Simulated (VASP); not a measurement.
Runs of VASP 6.6.1 on Sc. The structure is hexagonal, space group P6_3/mmc (No. 194). The conventional cell has a = 3.309 Å, b = 3.309 Å, c = 5.273 Å, α = 90.00°, β = 90.00°, γ = 120.00°. Sc (site symmetry -6m2) is surrounded by 12 Sc at 3.26 to 3.31 Å. 

```csv
level,k mesh,cutoff (eV),gap on the mesh (eV),pressure (GPa)
PBEsol,11 × 11 × 6,600,none,-2.8
PBEsol,16 × 16 × 9,520,none,-2.8
PBEsol,11 × 11 × 6,500,none,-2.9
r2SCAN,11 × 11 × 6,520,none,(a)
PBEsol,11 × 11 × 6,700,none,-2.8
```

Alike in all rows: task electric field gradients; potentials or basis VASP PAW PBE potentials, release 64 (Sc_sv); no spin polarisation; cell as given; smearing fermi-dirac 0.05 eV.

Estimate the missing entries.

(a) 0.1.

Caveats: the PAW data sets were made with another functional, which shifts forces and pressure a little.

A gap of «none» marks a metal or a gap under the smearing width.

Runs at the PBE level aren't shown here.
